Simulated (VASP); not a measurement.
Computed with PBEsol GGA, VASP's PBE PAW potentials (set 64) (plane waves; VASP).

A VASP calculation is set up with these files.

POSCAR:
```
PbS
1
    0.0000000000     2.9700000000     2.9700000000
    2.9700000000     0.0000000000     2.9700000000
    2.9700000000     2.9700000000     0.0000000000
Pb S
1 1
Direct
  0.0000000000   0.0000000000   0.0000000000
  0.5000000000   0.5000000000   0.5000000000
```

File KPOINTS:
```
Automatic mesh
0
Gamma
 7 7 7
0 0 0
```

### INCAR
```
SYSTEM = PbS
PREC = Accurate; ENCUT = 300; LREAL = F
LASPH = T
EDIFF = 1E-6; NELM = 100; ALGO = Normal
LMAXMIX = 4
ISMEAR = -1; SIGMA = 0.05
GGA = PS
ISIF = 2
LWAVE = F; LCHARG = F
```

POTCAR, in this order: Pb_d S (PBE.64 set). Program: vasp_std.

Q: What will the output report for the number of irreducible k-points (NKPTS), largest plane-wave count, number of space-group operations, FFT grid (NGX, NGY, NGZ)?

A: 
The number of irreducible k-points (NKPTS) is 20 and the largest plane-wave count is 630. The number of space-group operations is 48 and the FFT grid (NGX, NGY, NGZ) comes out as 24 × 24 × 24.

The structure is a typed PbS crystal (Fm-3m). The cell was not relaxed at this level. The run is one of a series of settings (GGA = PS against the base run), some of them coarse on purpose.
